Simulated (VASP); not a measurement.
Method: PBEsol GGA, VASP's PBE PAW potentials (set 64) (plane waves; VASP).

VASP input:

File POSCAR:
```
HgZn3Se4
1
    0.0000000000     2.8746262528     2.8746262528
    2.8746262528     0.0000000000     2.8746262528
   11.5555951499    11.5555951499    -0.0570901387
Zn Se Hg
3 4 1
Direct
  0.9859235921   0.9859235921   0.0105573059
  0.9994833596   0.9994833596   0.2503874803
  0.0116091698   0.0116091698   0.4912931227
  0.2426478870   0.2426478870   0.0680140847
  0.2555404322   0.2555404322   0.3083446758
  0.2689777737   0.2689777737   0.5482666697
  0.2278965905   0.2278965905   0.8290775571
  0.0079211950   0.0079211950   0.7440591037
```

KPOINTS:
```
Automatic mesh
0
Gamma
6 6 2
0 0 0
```

**INCAR**
```
SYSTEM = HgZn3Se4
PREC = Accurate; ENCUT = 400; LREAL = .False.
LASPH = .True.
EDIFF = 1E-6; NELM = 100; ALGO = Normal
LMAXMIX = 6
ISMEAR = 0; SIGMA = 0.05
GGA = PS
IBRION = 2; NSW = 60; ISIF = 3
EDIFFG = -0.02
LWAVE = .False.; LCHARG = .False.
```

POTCAR, in this order: Zn Se Hg (PBE.64 set). Program: vasp_std.

### Question
What will the output report for the number of irreducible k-points (NKPTS), number of bands (NBANDS), largest plane-wave count, number of space-group operations, FFT grid (NGX, NGY, NGZ)?

### Answer

| Quantity | Value |
|---|---|
| number of irreducible k-points (NKPTS) | 22 |
| number of bands (NBANDS) | 43 |
| largest plane-wave count | 3524 |
| number of space-group operations | 6 |
| FFT grid (NGX, NGY, NGZ) | 28 × 28 × 108 |

The structure was generated: HgZn3Se4 was put into an ordered model structure (R3m), which need not be its known phase. This run relaxes it. Symmetry was kept, so distortions that lower it aren't found. The start is the result of an earlier pass.
